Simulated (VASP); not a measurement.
Method: PBE GGA, VASP's PBE PAW potentials (set 64) (plane waves; VASP 6.6.1).

The input files of a VASP run:

**INCAR**
```
! general
SYSTEM  = CsI
PREC    = Accurate
ENCUT   = 400
LREAL   = .False.   ! projection in real space or not
LASPH   = .True.   ! aspherical one-centre terms
NELECT  = 15.9

! electronic loop
EDIFF   = 1E-6   ! SCF stop (eV)
NELM    = 100   ! most electronic steps
ALGO    = Normal   ! blocked Davidson
LMAXMIX = 4

! smearing
ISMEAR  = 0   ! Gaussian
SIGMA   = 0.05

! functional
GGA     = PE

! ions
ISIF    = 2   ! forces and stress, cell fixed

! output
LWAVE   = .False.
LCHARG  = .False.
```

File KPOINTS:
```
Automatic
0
Gamma
  5 5 5
```

File POSCAR:
```
CsI
1.0
  4.5700000000   0.0000000000   0.0000000000
  0.0000000000   4.5700000000   0.0000000000
  0.0000000000   0.0000000000   4.5700000000
Cs I
1 1
direct
  0.0000000000   0.0000000000   0.0000000000
  0.5000000000   0.5000000000   0.5000000000
```

POTCAR, in this order: Cs_sv I (PBE.64 set). Program: vasp_std.

### Question
What will the output report for the number of irreducible k-points (NKPTS), number of bands (NBANDS), largest plane-wave count, number of space-group operations, FFT grid (NGX, NGY, NGZ)?

### Answer

The number of irreducible k-points (NKPTS) comes out as 10. The number of bands (NBANDS) is 12, the largest plane-wave count is 1763 and the number of space-group operations is 48. The FFT grid (NGX, NGY, NGZ) comes out as 30 × 30 × 30.

The compound is CsI in the CsCl type structure. The cell was not relaxed at this level. The run is one of a series of settings (NELECT = 15.9 against the base run), some of them coarse on purpose.
